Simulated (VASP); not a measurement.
The input files of a VASP run:

### INCAR
```
SYSTEM = KI
PREC = Accurate
ENCUT = 400
EDIFF = 1E-6
NELM = 100
ALGO = Normal
LREAL = .FALSE.
LASPH = .TRUE.
ISMEAR = 0
SIGMA = 0.05
GGA = PE
LMAXMIX = 4
LWAVE = .FALSE.
LCHARG = .FALSE.
ISIF = 2
```

**KPOINTS**
```
Automatic mesh
0
Gamma
5 5 5
0 0 0
```

POSCAR:
```
KI
1
    0.0000000000     3.5350000000     3.5350000000
    3.5350000000     0.0000000000     3.5350000000
    3.5350000000     3.5350000000     0.0000000000
K I
1 1
Direct
  0.0000000000   0.0000000000   0.0000000000
  0.5000000000   0.5000000000   0.5000000000
```

POTCAR, in this order: K_sv I (PBE.64 set). Program: vasp_gam.

Problem. Does this input run properly? What does VASP do?

Solution. There is a fault: the Γ-only program was given a k-mesh. VASP stops with an error: You are using the Gamma-point-only version with more than one k-point or some other non-Gamma k-point. ----> I REFUSE TO CONTINUE WITH THIS SICK JOB ... BYE!!! <----

**standard output**
```
 POSCAR found type information on POSCAR K I
 POSCAR found :  2 types and       2 ions
 Reading from existing POTCAR
 Reading from existing POTCAR
 LDA part: xc-table for (Slater+PW92), standard interpolation

 -----------------------------------------------------------------------------
|                                                                             |
|     EEEEEEE  RRRRRR   RRRRRR   OOOOOOO  RRRRRR      ###     ###     ###     |
|     E        R     R  R     R  O     O  R     R     ###     ###     ###     |
|     E        R     R  R     R  O     O  R     R     ###     ###     ###     |
|     EEEEE    RRRRRR   RRRRRR   O     O  RRRRRR       #       #       #      |
|     E        R   R    R   R    O     O  R   R                               |
|     E        R    R   R    R   O     O  R    R      ###     ###     ###     |
|     EEEEEEE  R     R  R     R  OOOOOOO  R     R     ###     ###     ###     |
|                                                                             |
|     You are using the Gamma-point-only version with more than one           |
|     k-point or some other non-Gamma k-point.                                |
|                                                                             |
|       ---->  I REFUSE TO CONTINUE WITH THIS SICK JOB ... BYE!!! <----       |
|                                                                             |
 -----------------------------------------------------------------------------
```

To mend it, run vasp_std.

The mended run (PBE GGA, plane waves, VASP's PBE PAW potentials (set 64)) converges, and its OSZICAR ends with
```
   1 F= -.55568193E+01 E0= -.55568193E+01  d E =-.785854E-19
```

The compound is KI in the rock salt structure. The cell was not relaxed at this level.
